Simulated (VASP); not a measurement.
Data:

```yaml
crystal:
  lattice:
    - [0.00000, 3.04147, 3.04147]
    - [3.04147, 0.00000, 3.04147]
    - [3.04147, 3.04147, 0.00000]
  atoms:
    - { symbol: K, position: [0.00000, 0.00000, 0.00000] }
    - { symbol: Cl, position: [0.50000, 0.50000, 0.50000] }
```

These are LDA (Ceperley-Alder, Perdew-Zunger), VASP's LDA PAW potentials (set 64) (plane waves; VASP 6.6.1) values and carry that method's errors. Settings: 530 eV cut-off, 7×7×7 Γ-centred mesh, Gaussian smearing of 0.050 eV, potentials K_sv Cl.

Task: Give the elastic stiffness tensor with the ions relaxed (GPa, in the frame of the cell).

Result: 
```csv
,xx,yy,zz,yz,xz,xy
xx,60.4,6.8,6.8,0.0,0.0,0.0
yy,6.8,60.4,6.8,0.0,0.0,0.0
zz,6.8,6.8,60.4,0.0,0.0,0.0
yz,0.0,0.0,0.0,6.5,0.0,0.0
xz,0.0,0.0,0.0,0.0,6.5,0.0
xy,0.0,0.0,0.0,0.0,0.0,6.5
```

Task: Predict the Hill bulk modulus, Hill shear modulus, Young's modulus, Poisson's ratio.

Result: 
```json
{
 "hill_bulk_modulus": "24.7 GPa",
 "hill_shear_modulus": "12.0 GPa",
 "Young's modulus": "30.9 GPa",
 "Poisson's ratio": "0.291"
}
```

The compound is KCl in the rock salt structure. It was relaxed first, which changed the volume by -10 %.
